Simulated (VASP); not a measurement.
Computed with PBE GGA, VASP's PBE PAW potentials (set 64) (plane waves; VASP).

The input files of a VASP run:

### KPOINTS
```
Automatic mesh
0
Gamma
8 8 8
0 0 0
```

INCAR:
```
SYSTEM = CaO
PREC = Accurate
ENCUT = 520
EDIFF = 1E-6
NELM = 100
ALGO = Normal
LREAL = .FALSE.
LASPH = .TRUE.
ISMEAR = 0
SIGMA = 0.05
GGA = PE
LWAVE = .FALSE.
LCHARG = .FALSE.
ISIF = 2
NBANDS = 16
```

### POSCAR
```
CaO
1
    0.0000000000     2.4531000000     2.4531000000
    2.4531000000     0.0000000000     2.4531000000
    2.4531000000     2.4531000000     0.0000000000
Ca O
1 1
Direct
  0.0000000000   0.0000000000   0.0000000000
  0.5000000000   0.5000000000   0.5000000000
```

POTCAR, in this order: Ca_sv O (PBE.64 set). Program: vasp_std.

Output

### OSZICAR
```
       N       E                     dE             d eps       ncg     rms          rms(c)
DAV:   1     0.122947185642E+03    0.12295E+03   -0.82666E+03   936   0.101E+03
DAV:   2    -0.961836149541E+01   -0.13257E+03   -0.12247E+03  1208   0.275E+02
DAV:   3    -0.144211091473E+02   -0.48027E+01   -0.47767E+01  1112   0.538E+01
DAV:   4    -0.145028059776E+02   -0.81697E-01   -0.81653E-01  1256   0.637E+00
DAV:   5    -0.145043079477E+02   -0.15020E-02   -0.15020E-02  1088   0.729E-01    0.857E+00
DAV:   6    -0.128864738781E+02    0.16178E+01   -0.48295E+00  1000   0.205E+01    0.378E+00
DAV:   7    -0.127951451905E+02    0.91329E-01   -0.39344E-01  1048   0.609E+00    0.184E+00
DAV:   8    -0.127924623411E+02    0.26828E-02   -0.81018E-02  1160   0.291E+00    0.449E-01
DAV:   9    -0.127909117996E+02    0.15505E-02   -0.42565E-03   984   0.523E-01    0.116E-01
DAV:  10    -0.127916124699E+02   -0.70067E-03   -0.70412E-04   968   0.229E-01    0.576E-02
DAV:  11    -0.127915864751E+02    0.25995E-04   -0.46529E-05  1248   0.798E-02    0.580E-03
DAV:  12    -0.127915869710E+02   -0.49592E-06   -0.93223E-06   992   0.252E-02
   1 F= -.12791587E+02 E0= -.12791587E+02  d E =-.207333E-25
```

OUTCAR:
```
------------------------ aborting loop because EDIFF is reached ----------------------------------------
  FORCE on cell =-STRESS in cart. coord.  units (eV):
  Direction    XX          YY          ZZ          XY          YZ          ZX
  --------------------------------------------------------------------------------------
  Total       -0.7365293     -0.7365293     -0.7365293      0.0000000      0.0000000     -0.0000000
  in kB      -39.9691470    -39.9691470    -39.9691470      0.0000000      0.0000000     -0.0000000
  external PRESSURE =     -39.9691470 kB  Pullay stress =       0.0000000 kB
  volume of cell :       29.52
      direct lattice vectors                 reciprocal lattice vectors
     0.000000000  2.453100000  2.453100000    -0.203823733  0.203823733  0.203823733
     2.453100000  0.000000000  2.453100000     0.203823733 -0.203823733  0.203823733
     2.453100000  2.453100000  0.000000000     0.203823733  0.203823733 -0.203823733
  FREE ENERGIE OF THE ION-ELECTRON SYSTEM (eV)
  ---------------------------------------------------
  free  energy   TOTEN  =       -12.7915869710 eV

  energy  without entropy=      -12.7915869710  energy(sigma->0) =      -12.79158697
```
(Selected blocks of OUTCAR.)

The compound is CaO in the rock salt structure. The cell was not relaxed at this level. The run is one of a series of settings (NBANDS = 16 against the base run), some of them coarse on purpose.
